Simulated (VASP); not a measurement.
```yaml
crystal:
  lattice:
    - [2.91451, 0.00000, 0.00000]
    - [0.00000, 2.91451, 0.00000]
    - [0.00000, 0.00000, 2.91451]
  atoms:
    - { symbol: Si, position: [0.50000, 0.50000, 0.50000] }
    - { symbol: Ru, position: [0.00000, 0.00000, 0.00000] }
```

Computed with r2SCAN meta-GGA, VASP's PBE PAW potentials (set 64) (plane waves; VASP). Numerical set-up: 400 eV cut-off, 14×14×14 Γ-centred mesh, tetrahedra with Blöchl corrections, potentials Si Ru_pv.

Q: Predict the energy per atom (σ→0), band gap (over mesh and band path) with the smallest direct gap where there is one.

A: 
band gap (over mesh and band path): none (metal, semimetal or under 0.01 eV)
energy per atom (σ→0): -17.743 eV/atom

The structure comes from a computed database's SiRu entry (Pm-3m); how it stands against other phases isn't given here. It was relaxed first.
